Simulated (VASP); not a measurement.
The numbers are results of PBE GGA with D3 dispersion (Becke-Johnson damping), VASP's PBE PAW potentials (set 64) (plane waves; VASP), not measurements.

Input for VASP

INCAR:
```
ALGO = Normal
EDIFF = 1E-6
EDIFFG = -0.02
ENCUT = 520
GGA = PE
IBRION = 2
ISIF = 3
ISMEAR = 1
IVDW = 12
LASPH = T
LCHARG = F
LREAL = F
LWAVE = F
NELM = 100
NSW = 60
PREC = Accurate
SIGMA = 0.1
SYSTEM = P
```

File POSCAR:
```
P
1.0
  1.6933566095  -5.0476313688   0.0000000000
  1.6933566095   5.0476313688   0.0000000000
  0.0000000000   0.0000000000   3.9826015729
P
4
Cartesian
  1.6933566095   3.9567749559   3.7191802902
  1.6933566095   1.0908564129   1.7278795037
  1.6933566095  -1.0908564129   2.2547220692
  1.6933566095  -3.9567749559   0.2634212827
```

**KPOINTS**
```
K-points
0
gamma
9 9 7
```

POTCAR, in this order: P (PBE.64 set). Program: vasp_std.

Q: What will the output report for the number of irreducible k-points (NKPTS), largest plane-wave count, number of space-group operations, FFT grid (NGX, NGY, NGZ)?

A: 
The number of irreducible k-points (NKPTS) is 100 and the largest plane-wave count comes out as 1851. The number of space-group operations comes out as 8 and the FFT grid (NGX, NGY, NGZ) is 40 × 40 × 30.

The compound is P in the black structure. This run relaxes it. Symmetry was kept, so distortions that lower it aren't found. The start is the result of an earlier pass.
